One-shot G0W0 levels of zinc blende ZnSe starting from PBE, calculated with VASP 6.6.1 and the Zn_GW and Se_GW PAW potentials, without spin-orbit coupling. The k mesh is 4×4×4 and the plane-wave cutoff 450 eV; the GW step uses 218 bands, 50 frequency points and a 160 eV response cutoff. Each column of levels counts from its own highest filled level.

```csv
row,state k a (reciprocal cell vector),state k b (reciprocal cell vector),state k c (reciprocal cell vector),state band,state start level (eV),state corrected level (eV),state weight z
1,0.000,0.000,0.000,top filled,0.000,0.000,0.756
2,0.000,0.000,0.000,first empty,1.266,2.389,0.772
3,0.250,0.000,0.000,top filled,-0.478,-0.504,0.752
4,0.250,0.000,0.000,first empty,2.726,3.826,0.770
5,0.500,0.000,0.000,top filled,-0.871,-0.917,0.748
6,0.500,0.000,0.000,first empty,2.522,3.607,0.773
7,0.250,0.250,0.000,top filled,-1.254,-1.315,0.746
8,0.250,0.250,0.000,first empty,3.905,4.985,0.764
9,0.500,0.250,0.000,top filled,-1.595,-1.671,0.742
10,0.500,0.250,0.000,first empty,3.733,4.692,0.770
11,-0.250,0.250,0.000,top filled,-0.913,-0.958,0.748
12,-0.250,0.250,0.000,first empty,4.122,5.258,0.760
13,0.500,0.500,0.000,top filled,-2.191,-2.281,0.733
14,0.500,0.500,0.000,first empty,2.963,3.707,0.780
15,-0.250,0.500,0.250,top filled,-2.670,-2.747,0.729
16,-0.250,0.500,0.250,first empty,5.468,6.262,0.761
```

A gap correction worked out at one point of the Brillouin zone is often applied to the whole band structure: every empty level is raised by the same amount and the filled levels stay put. This is the scissor rule. In ZnSe it works well near the gap and over a good part of the zone, but at X and W it places the empty level more than 0.3 eV above the one calculated directly. The pattern of the failures follows the way in which the orbitals of Zn and Se can combine.

**What happens**

The table compares PBE levels (state start level) with the levels after a one-shot G0W0 correction (state corrected level). Both columns take the highest filled level at Γ, the centre of the zone, as zero. Its zero shift in row 1 is therefore a convention, and every other shift is relative to it. The letters L, X and W denote points on the zone boundary, found in rows 5 and 6, 13 and 14, and 15 and 16.

At Γ the lowest empty level rises from 1.266 to 2.389 eV, so the gap opens by 1.123 eV. The measured gap is wider still, so the correction removes much of the shortfall of PBE but not all of it. Spin-orbit coupling, which is left out here, would raise the valence top and make the calculated gap slightly smaller. It would move the zero for all empty levels together, so it hardly touches the comparison between them.

The filled levels come close to the rule. They sink a little relative to the valence top, by 0.09 eV at most, which stretches the top valence band slightly. This band consists mainly of Se 4p orbitals throughout the zone. The correction acts on much the same kind of orbital everywhere, and a nearly uniform shift is the natural result.

**How large the breaks are**

The scissor rule needs only one number, the gap opening at Γ. For the empty level at X it predicts

$$2.963 + 1.123 = 4.086\ \text{eV}.$$

The calculation gives 3.707 eV, so the rule is too high by 0.379 eV. The level at X played no part in setting the shift, which makes this a real test.

W fails in the same way, by 0.329 eV. The point halfway between L and X, in row 10, fails by 0.164 eV, and its shift lies between those of L and X. This single point in between fits a gradual change, such as a changing orbital would bring. The other four empty levels away from Γ follow the rule to within 0.05 eV.

Three exceptions among eight points may sound like a minority. Most points of the zone have symmetry copies, however, and the full mesh holds 64 points. Row 10 stands for 24 of them, W for 6 and X for 3, which makes 33. For the lowest empty band, the scissor rule is therefore visibly off on about half of the mesh.

**Why the height of the level does not decide**

A natural first idea is that the correction depends on energy, so that higher levels get a different shift. The level at X contradicts this. It starts 0.237 eV above the empty level in row 4, yet its shift is 0.356 eV smaller. The empty level in row 8 starts higher still and keeps nearly the full shift. Levels of similar energy are treated differently, so something else about them must matter.

The formula for the correction shows where to look:

$$E_{\text{corrected}} = E_{\text{start}} + Z\,\langle\psi|\Sigma - V_{xc}|\psi\rangle .$$

Here $\psi$ is the orbital and $V_{xc}$ is the exchange-correlation potential of PBE. The self-energy $\Sigma$ replaces it with a description of exchange and correlation in which the surrounding electrons respond and screen the interaction. The factor $Z$, printed as state weight z, tells how much of the state still behaves as a single electron.

The weight $Z$ is not the source of the break. It rises from 0.772 at Γ to 0.780 at X, a change of one per cent. To turn so small a change into a loss of 0.38 eV, it would have to act on a correction of tens of electronvolts. The difference must come mainly from the bracket, which depends on the orbital and, in practice, also on how well the self-energy is converged.

**Why the shape of the orbital matters**

The PBE potential is local: at each point in space it has one value, the same for filled and empty orbitals. The self-energy is non-local: what it does to an orbital at one point depends on the orbital at other points as well. Its exchange part is strong where an orbital shares space with filled ones. Filled orbitals gain more exchange energy than empty ones, and this is the main reason why the gap opens. Because the gain depends on the shape of the orbital, two empty orbitals need not receive the same correction either.

The shape of the lowest empty orbital changes across the zone, and simple geometry shows how. Each Zn atom has four Se neighbours. In a crystal orbital, the s functions on these neighbours reach the Zn atom with phases set by the wave vector. If the phases agree, the s functions on Zn and Se couple strongly. If they cancel, this coupling vanishes.

At Γ all four phases agree. Symmetry also keeps s and p functions apart there, so the lowest empty state is built from s functions on both atoms. At L three neighbours share one phase and the fourth has the opposite one. Half of the full sum survives, and s functions on both atoms can still take part in one state.

At X two neighbours arrive a quarter turn ahead and two a quarter turn behind, so the sum is zero. Symmetry then forbids s functions on Zn and Se from appearing in the same state. An s function on one kind of atom combines instead with a p function on the other. The p function changes sign from one side of the atom to the other, which undoes the cancellation. The resulting orbital can also be expected to have more of its weight in the open space between the atoms, though the table does not show this.

W belongs to the same family. Its four phases form two opposite pairs, and the sum is again zero. In row 10 one pair cancels while the other two phases stand at a right angle, which leaves $\sqrt{2}/4$, or about a third of the full sum. The remaining points of the table keep at least half.

The phase sum thus picks out the exceptions: the three points where it is smallest are the three with the smallest shifts. It separates the exceptions from the rest but does not measure the correction. At L the sum has already dropped to half, while the shift is still 1.085 eV. In row 12 the sum is also half, and the shift is even slightly larger than at Γ. In this table a clear loss appears only where the sum is below half.

That X should receive less than Γ, and not more, cannot be read from the phase sum. Exchange, screening and $V_{xc}$ all change with the orbital, and the shift is the small difference that remains between large terms. The symmetry rules are firm. Their link to the size of the shift is an interpretation, since the calculation does not divide the shift into contributions from different orbitals or regions.

**What a neighbouring material would do**

The phase sum depends only on the crystal structure and the wave vector, so it is the same for every zinc blende compound. GaAs is the familiar example: there, too, G0W0 calculations usually find a larger correction at Γ than at X. The size of the difference depends on the elements and their screening and has to be calculated. For another compound of this structure, a reasonable first guess, to be checked by calculation, is that a shift taken at Γ will suit L better than X.

**What to do about it**

For the onset of absorption, the scissor rule is adequate. The states involved lie close to Γ, and the rule is accurate there by construction. Its error relative to the G0W0 levels is small compared with the uncertainty of the gap itself.

For properties that depend on the side valleys, the correction has to be calculated valley by valley. These are the higher minima of the conduction band, into which fast electrons can scatter. PBE puts the empty level at X 1.697 eV above the one at Γ, and G0W0 reduces this to 1.318 eV. A scissor shift would have left the distance unchanged.

The distance between L and X calls for more caution. It shrinks from 0.441 to 0.100 eV, so the two levels nearly meet. The number of bands, the cutoffs and the mesh are not converged, and the resulting errors need not be equal for orbitals of different shape. Part of the break at X may therefore come from the settings, and the order of two levels only 0.1 eV apart should not be taken as settled.

The same caution applies to optical spectra well above the gap. Transitions there draw on large parts of the zone, and the filled level counts as well as the empty one. At X the distance between the two grows by 0.834 eV, against 1.123 eV at Γ. In row 10 the sinking of the filled level makes up for nearly half of the break. One common shift would therefore place transitions near X and W higher than G0W0 does and leave many others almost in place. This changes the shape of the spectrum even if its onset agrees.

A convergence test that follows only the gap at Γ can miss this problem, because the gap may settle while the level at X is still moving. It is better to follow the empty levels at Γ, L and X together as bands, cutoffs and mesh are increased. If the smaller shift at X fades, it came from these settings. If it persists, the case for the orbital is stronger, although the atomic potentials and the PBE starting point may still play a part.
